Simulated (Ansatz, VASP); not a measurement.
**Ru (Ruthenium) in two plane-wave programs**

One calculation is typed for both programs; each brings its own data sets. How far apart do they land? The cell is taken from a series of runs on this material, whose earlier steps may have relaxed, scaled, displaced or heated it; both programs get it as it stands.

Main program and level: Ansatz 0.2.0; plane waves, with VASP 6.6.1 beside it; zone-centre phonons at PBEsol.

## Step 1: The starting structure

Symmetry: P6_3/mmc, No. 194, hexagonal system. The conventional cell has a = 2.712 Å, b = 2.712 Å, c = 4.122 Å, α = 90.00°, β = 90.00°, γ = 120.00°. Nearest to Ru lie 12 Ru at 2.59 to 2.71 Å.

Coordinates:

```cif
data_structure
_symmetry_space_group_name_H-M 'P6_3/mmc'
_symmetry_Int_Tables_number 194
_cell_length_a 2.7120
_cell_length_b 2.7120
_cell_length_c 4.1218
_cell_angle_alpha 90.000
_cell_angle_beta 90.000
_cell_angle_gamma 120.000
_cell_volume 26.25
loop_
_atom_site_label
_atom_site_type_symbol
_atom_site_symmetry_multiplicity
_atom_site_Wyckoff_symbol
_atom_site_fract_x
_atom_site_fract_y
_atom_site_fract_z
_atom_site_occupancy
Ru1 Ru 2 c 0.33333 0.66667 0.25000 1
```

## Step 2: VASP: zone-centre phonons, PBEsol

Second derivatives magnify differences that forces hide, and they need a tight electronic threshold.

Lines of VASP's logs that name or quote its potential files are left out, and so is its time.

File INCAR:

```
SYSTEM = Ru
PREC = Accurate
ENCUT = 500
EDIFF = 1E-08
NELM = 120
ISMEAR = 1
SIGMA = 0.2
LREAL = .FALSE.
ALGO = Normal
GGA = PS
NBANDS = 20
LASPH = .TRUE.
LORBIT = 11
LWAVE = .FALSE.
LCHARG = .FALSE.
ISIF = 2
IBRION = 8
GGA_COMPAT = .FALSE.
KPAR = 2
```

File POSCAR:

```
Ru
1.0
    2.7120054886      0.0000000000      0.0000000000
   -1.3560027443      2.3486656483      0.0000000000
    0.0000000000      0.0000000000      4.1218169370
Ru
2
Direct
    0.3333333139      0.6666666473      0.2500000000
    0.6666666473      0.3333333139      0.7500000000
```

File KPOINTS:

```
Automatic mesh
0
Gamma
18 18 12
0 0 0
```

Potentials, in the order of the species: Ru_pv (PBE family, release 64).

On the command line:

```bash
$ mpirun -np 2 vasp_std
```

Numbers of over 12 decimals in the logs are rounded to 6 here.

The log of the run:

```text
[banner, memory and clock lines left out]
running    2 mpi-ranks, on    1 nodes
 distrk:  each k-point on    1 cores,    2 groups
 distr:  one band on    1 cores,    1 groups

 POSCAR found type information on POSCAR Ru
 POSCAR found :  1 types and       2 ions
|                                                                             |
|               ----> ADVICE to this user running VASP <----                  |
|                                                                             |
|     You enforced a specific xc type in the INCAR file but a different       |
|     [... a line on the potential file left out ...]
|     I HOPE YOU KNOW WHAT YOU ARE DOING!                                     |
|                                                                             |

 LDA part: xc-table for (Slater+PW92), standard interpolation
 POSCAR, INCAR and KPOINTS ok, starting setup
 FFT: planning ... GRIDC
 FFT: planning ... GRID_SOFT
 FFT: planning ... GRID
 WAVECAR not read
 entering main loop
       N       E                     dE             d eps       ncg     rms          rms(c)
DAV:   1     0.278919988213E+03    0.27892E+03   -0.17415E+04 10416   0.152E+03
DAV:   2    -0.160601862854E+02   -0.29498E+03   -0.28659E+03 10612   0.454E+02
DAV:   3    -0.218040870379E+02   -0.57439E+01   -0.57006E+01 11864   0.710E+01
DAV:   4    -0.218491734778E+02   -0.45086E-01   -0.45047E-01 13252   0.592E+00
DAV:   5    -0.218498567333E+02   -0.68326E-03   -0.68127E-03 11564   0.630E-01    0.210E+01
DAV:   6    -0.203957268605E+02    0.14541E+01   -0.32925E+00 12160   0.183E+01    0.575E+00
DAV:   7    -0.203048733333E+02    0.90854E-01   -0.66738E-01 11816   0.598E+00    0.105E+00
DAV:   8    -0.202962782409E+02    0.85951E-02   -0.24233E-02 11676   0.129E+00    0.483E-01
DAV:   9    -0.202945509679E+02    0.17273E-02   -0.28867E-03 11800   0.601E-01    0.487E-02
DAV:  10    -0.202945319950E+02    0.18973E-04   -0.21029E-04 11676   0.149E-01    0.263E-02
DAV:  11    -0.202945339021E+02   -0.19071E-05   -0.63973E-06 12008   0.247E-02    0.216E-03
DAV:  12    -0.202945337703E+02    0.13182E-06   -0.43425E-07 11632   0.607E-03    0.156E-03
DAV:  13    -0.202945337003E+02    0.70012E-07   -0.27124E-08 10100   0.174E-03    0.501E-04
DAV:  14    -0.202945337037E+02   -0.34493E-08   -0.54330E-10  7176   0.241E-04
   1 F= -.20294534E+02 E0= -.20294327E+02  d E =-.618976E-03
 Linear response reoptimize wavefunctions to high precision
DAV:   1    -0.202945337042E+02   -0.49158E-09   -0.74911E-11  6872   0.962E-05
DAV:   2    -0.202945337042E+02    0.16826E-10   -0.71969E-12  6744   0.288E-05
 Linear response DOF=           2
 Linear response progress:
  Degree of freedom:   1/  2
       N       E                     dE             d eps       ncg     rms          rms(c)
RMM:   1    -0.516817998805E+00   -0.51682E+00    0.29461E+00 46343   0.596E+01
RMM:   2    -0.618129460923E+00   -0.10131E+00   -0.11500E-01 63574   0.288E+00    0.151E-01
RMM:   3    -0.616760703117E+00    0.13688E-02   -0.36188E-03 73571   0.499E-01    0.686E-02
RMM:   4    -0.615398378563E+00    0.13623E-02   -0.48139E-04 74311   0.177E-01    0.260E-02
RMM:   5    -0.615196733382E+00    0.20165E-03   -0.90696E-05 88929   0.456E-02    0.101E-02
RMM:   6    -0.615106090068E+00    0.90643E-04   -0.10216E-04 80546   0.134E-02    0.603E-03
RMM:   7    -0.615099267828E+00    0.68222E-05   -0.65418E-05 79194   0.782E-03    0.739E-04
RMM:   8    -0.615119491598E+00   -0.20224E-04   -0.40885E-05 96361   0.276E-03    0.323E-04
RMM:   9    -0.615126270632E+00   -0.67790E-05   -0.18599E-05 88715   0.114E-03    0.714E-05
RMM:  10    -0.615126932007E+00   -0.66137E-06   -0.98725E-06101361   0.598E-04    0.200E-05
RMM:  11    -0.615127331526E+00   -0.39952E-06   -0.52224E-06 88873   0.358E-04    0.932E-06
RMM:  12    -0.615127320959E+00    0.10567E-07   -0.30536E-06 93377   0.253E-04    0.401E-06
RMM:  13    -0.615127269135E+00    0.51823E-07   -0.17821E-06104598   0.191E-04    0.219E-06
RMM:  14    -0.615127338839E+00   -0.69703E-07   -0.11006E-06 96367   0.162E-04    0.423E-07
RMM:  15    -0.615127349632E+00   -0.10793E-07   -0.67584E-07113910   0.141E-04    0.666E-07
RMM:  16    -0.615127371844E+00   -0.22212E-07   -0.43815E-07112297   0.131E-04    0.141E-07
RMM:  17    -0.615127375850E+00   -0.40061E-08   -0.28959E-07107789   0.124E-04    0.825E-08
 first order change of Fermi-energy  -0.87533E-06
 force on displaced ion       1 direction 1 :  -9.115   0.001   0.000
 Linear response progress:
  Degree of freedom:   2/  2
       N       E                     dE             d eps       ncg     rms          rms(c)
RMM:   1    -0.624655154845E+00   -0.62466E+00    0.33746E+00 15977   0.602E+01
RMM:   2    -0.738171405595E+00   -0.11352E+00   -0.12869E-01 22053   0.298E+00    0.153E-01
RMM:   3    -0.737660048274E+00    0.51136E-03   -0.19892E-04 25540   0.465E-01    0.776E-02
RMM:   4    -0.737029841480E+00    0.63021E-03    0.81879E-05 25259   0.172E-01    0.234E-02
RMM:   5    -0.736880395032E+00    0.14945E-03    0.49467E-04 29986   0.535E-02    0.148E-02
RMM:   6    -0.736846014436E+00    0.34381E-04    0.22369E-05 26442   0.172E-02    0.104E-02
RMM:   7    -0.736797509366E+00    0.48505E-04    0.50178E-05 25520   0.108E-02    0.199E-03
RMM:   8    -0.736796219059E+00    0.12903E-05    0.41858E-05 30777   0.390E-03    0.689E-04
RMM:   9    -0.736805695933E+00   -0.94769E-05    0.28038E-05 28655   0.161E-03    0.863E-05
RMM:  10    -0.736806695012E+00   -0.99908E-06    0.21596E-05 29079   0.717E-04    0.425E-05
RMM:  11    -0.736808992782E+00   -0.22978E-05    0.97806E-06 32648   0.417E-04    0.116E-05
RMM:  12    -0.736809682268E+00   -0.68949E-06    0.54411E-06 30080   0.280E-04    0.355E-06
RMM:  13    -0.736810005265E+00   -0.32300E-06    0.27496E-06 34377   0.207E-04    0.199E-06
RMM:  14    -0.736810050738E+00   -0.45473E-07    0.27330E-06 33880   0.170E-04    0.238E-06
[...]
RMM:  19    -0.736810460318E+00   -0.48746E-07   -0.28062E-07 30650   0.125E-04    0.987E-07
RMM:  20    -0.736810438971E+00    0.21347E-07   -0.11413E-07 28148   0.123E-04    0.503E-07
RMM:  21    -0.736810444690E+00   -0.57196E-08   -0.22042E-07 31315   0.122E-04    0.104E-07
RMM:  22    -0.736810441118E+00    0.35721E-08   -0.20057E-07 28002   0.121E-04    0.112E-07
RMM:  23    -0.736810441465E+00   -0.34672E-09   -0.20241E-07 27020   0.120E-04    0.135E-07
RMM:  24    -0.736810441391E+00    0.74008E-10   -0.19733E-07 26739   0.120E-04    0.166E-07
RMM:  25    -0.736810442841E+00   -0.14496E-08   -0.20589E-07 26597   0.119E-04    0.155E-07
RMM:  26    -0.736810442444E+00    0.39692E-09   -0.19199E-07 26468   0.119E-04    0.161E-07
 first order change of Fermi-energy   0.13361E-03
 force on displaced ion       1 direction 3 :  -0.000   0.000 -17.782
 Linear response finished
```

OUTCAR, selected parts (step 2):

```text
ion  position               nearest neighbor table
   1  0.333  0.667  0.250-   2 2.59   2 2.59   2 2.59   2 2.59   2 2.59   2 2.59
   2  0.667  0.333  0.750-   1 2.59   1 2.59   1 2.59   1 2.59   1 2.59   1 2.59

  LATTYP: Found a hexagonal cell.
 ALAT       =     2.7120054886
 C/A-ratio  =     1.5198409274

 Subroutine GETGRP returns: Found 24 space group operations
 (whereof 12 operations were pure point group operations)

The static configuration has the point symmetry D_3d.
 The point group associated with its full space group is D_6h.

 Found    259 irreducible k-points:

   k-points           NKPTS =    259   k-points in BZ     NKDIM =    259   number of bands    NBANDS=     20

   dimension x,y,z NGX =    20 NGY =   20 NGZ =   30
   dimension x,y,z NGXF=    40 NGYF=   40 NGZF=   60

   ENCUT  =  500.0 eV  36.75 Ry    6.06 a.u.   4.94  4.94  7.52*2*pi/ulx,y,z

   NELECT =      28.0000    total number of electrons

 k-points in reciprocal lattice and weights: Automatic mesh
   0.00000000  0.00000000  0.00000000       0.000
   0.05555556 -0.00000000  0.00000000       0.002
   0.11111111 -0.00000000  0.00000000       0.002
   0.16666667  0.00000000  0.00000000       0.002
   0.22222222 -0.00000000  0.00000000       0.002
   0.27777778 -0.00000000  0.00000000       0.002
   0.33333333  0.00000000  0.00000000       0.002
   0.38888889 -0.00000000  0.00000000       0.002
   0.44444444 -0.00000000  0.00000000       0.002
[...]
0.33333333  0.27777778  0.50000000       0.003
   0.33333333  0.33333333  0.50000000       0.001

 average (electrostatic) potential at core
       1 -66.5406       2 -66.5406

  Total       -0.0099806     -0.0099806      3.1476100      0.0000000      0.0000000      0.0000000
  in kB       -0.6090719     -0.6090719    192.0839321      0.0000000      0.0000000      0.0000000
  external PRESSURE =      63.6219294 kB  Pullay stress =       0.0000000 kB

  energy-cutoff  :      500.00
  volume of cell :       26.25
      direct lattice vectors                 reciprocal lattice vectors
     2.712005489  0.000000000  0.000000000     0.368730817  0.212886837  0.000000000
    -1.356002744  2.348665648  0.000000000     0.000000000  0.425773673  0.000000000
     0.000000000  0.000000000  4.121816937     0.000000000  0.000000000  0.242611454

 POSITION                                       TOTAL-FORCE (eV/Angst)
 -----------------------------------------------------------------------------------
     -0.00000      1.56578      1.03045        -0.000000     -0.000000      0.000000
      1.35600      0.78289      3.09136         0.000000      0.000000      0.000000
 -----------------------------------------------------------------------------------
    total drift:                                0.000047      0.000081      0.000000

 Eigenvectors and eigenvalues of the dynamical matrix
 ----------------------------------------------------

   1 f  =    9.273590 THz    58.267685 2PiTHz  309.333669 cm-1    38.352470 meV
             X         Y         Z           dx          dy          dz
     -0.000000  1.565777  1.030454     0.000000    0.000000   -0.707107
      1.356003  0.782889  3.091363     0.000000    0.000000    0.707107

   2 f  =    6.639573 THz    41.717665 2PiTHz  221.472304 cm-1    27.459054 meV
             X         Y         Z           dx          dy          dz
     -0.000000  1.565777  1.030454    -0.707107   -0.000000   -0.000000
      1.356003  0.782889  3.091363     0.707107   -0.000000    0.000000

   3 f  =    6.639573 THz    41.717665 2PiTHz  221.472304 cm-1    27.459054 meV
             X         Y         Z           dx          dy          dz
     -0.000000  1.565777  1.030454    -0.000000    0.707107    0.000000
      1.356003  0.782889  3.091363    -0.000000   -0.707107    0.000000

   4 f  =    0.000000 THz     0.000000 2PiTHz    0.000001 cm-1     0.000000 meV
             X         Y         Z           dx          dy          dz
     -0.000000  1.565777  1.030454    -0.489590    0.510198    0.000000
      1.356003  0.782889  3.091363    -0.489590    0.510198    0.000000

   5 f  =    0.000000 THz     0.000000 2PiTHz    0.000000 cm-1     0.000000 meV
             X         Y         Z           dx          dy          dz
     -0.000000  1.565777  1.030454     0.000000   -0.000000    0.707107
      1.356003  0.782889  3.091363     0.000000    0.000000    0.707107

   6 f/i=    0.000000 THz     0.000000 2PiTHz    0.000002 cm-1     0.000000 meV
             X         Y         Z           dx          dy          dz
     -0.000000  1.565777  1.030454    -0.510198   -0.489590   -0.000000
      1.356003  0.782889  3.091363    -0.510198   -0.489590    0.000000

 ELASTIC MODULI CONTR FROM IONIC RELAXATION (kBar)
 Direction    XX          YY          ZZ          XY          YZ          ZX
 --------------------------------------------------------------------------------
 XX         -73.2456     73.2456     -0.0000      0.0000      0.0000      0.0000
 YY          73.2456    -73.2456     -0.0000      0.0000      0.0000      0.0000
 ZZ          -0.0000     -0.0000     -0.0000      0.0000      0.0000      0.0000
 XY           0.0000      0.0000      0.0000    -73.2456     -0.0000      0.0000
 YZ           0.0000      0.0000      0.0000     -0.0000     -0.0000      0.0000
 ZX           0.0000      0.0000      0.0000      0.0000      0.0000      0.0000
 --------------------------------------------------------------------------------
```

[end of part 1 of 2]

[Lines on the potential files, build, host, timing and source positions are cut from VASP's logs without a mark.]

[Logs are printed without paths, hosts, clocks, repeated set-up lines and the standing remarks that a program may print on its own settings, such as how far it seeks lower states.]

[Hosts, paths, dates, database ids (printed as entryN), source tags and the programs' standing remarks are cut or masked in the printed files.]
